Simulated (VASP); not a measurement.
An input for Quantum ESPRESSO's pw.x (written as the equivalent of a VASP run, and not itself run):

```
&CONTROL
  calculation = 'scf'
  pseudo_dir = './pseudo'
  outdir = './out'
  tprnfor = .true.
  tstress = .true.
/
&SYSTEM
  ibrav = 0
  nat = 2
  ntyp = 2
  ecutwfc = 84
  occupations = 'smearing'
  smearing = 'methfessel-paxton'
  degauss = 0.00735
  input_dft = 'vdw-df-ob86'
/
&ELECTRONS
  conv_thr = 7.3e-09
  electron_maxstep = 100
/
ATOMIC_SPECIES
  Zr 91.224 Zr.upf
  N 14.007 N.upf
CELL_PARAMETERS angstrom
     0.0000000    2.2659918    2.2659918
     2.2659918    0.0000000    2.2659918
     2.2659918    2.2659918    0.0000000
ATOMIC_POSITIONS crystal
  Zr   0.0000000  0.0000000  0.0000000
  N    0.5000000  0.5000000  0.5000000
K_POINTS automatic
  14 14 14 0 0 0
```

Question: Translate this input to VASP (INCAR, KPOINTS, POSCAR, choice of POTCAR).

Answer: This is not unique; one that fits is 
### INCAR
```
SYSTEM = ZrN
PREC = Accurate
ENCUT = 520
EDIFF = 1E-7
NELM = 100
ALGO = Normal
LREAL = .FALSE.
LASPH = .TRUE.
ISMEAR = 1
SIGMA = 0.1
GGA = MK
PARAM1 = 0.1234
PARAM2 = 1.0
LUSE_VDW = .TRUE.
AGGAC = 0.0
LMAXMIX = 4
LWAVE = .FALSE.
LCHARG = .FALSE.
ISIF = 2
```

KPOINTS:
```
Automatic
0
G
14 14 14
0 0 0
```

File POSCAR:
```
ZrN
1
    0.0000000000     2.2659917801     2.2659917801
    2.2659917801     0.0000000000     2.2659917801
    2.2659917801     2.2659917801     0.0000000000
Zr N
1 1
Direct
  0.0000000000   0.0000000000   0.0000000000
  0.5000000000   0.5000000000   0.5000000000
```

POTCAR, in this order: Zr_sv N (PBE.64 set). Program: vasp_std.

What does not carry over: the potentials are each code's own (VASP's PAW set, PseudoDojo norm-conserving files in pw.x), so ENCUT and ecutwfc are chosen apart and not converted; conv_thr bounds pw.x's estimated SCF error, while EDIFF bounds the energy change between steps.

The compound is ZrN in the rock salt structure. This cell is one point of a volume scan, at 0.97 of the reference volume.
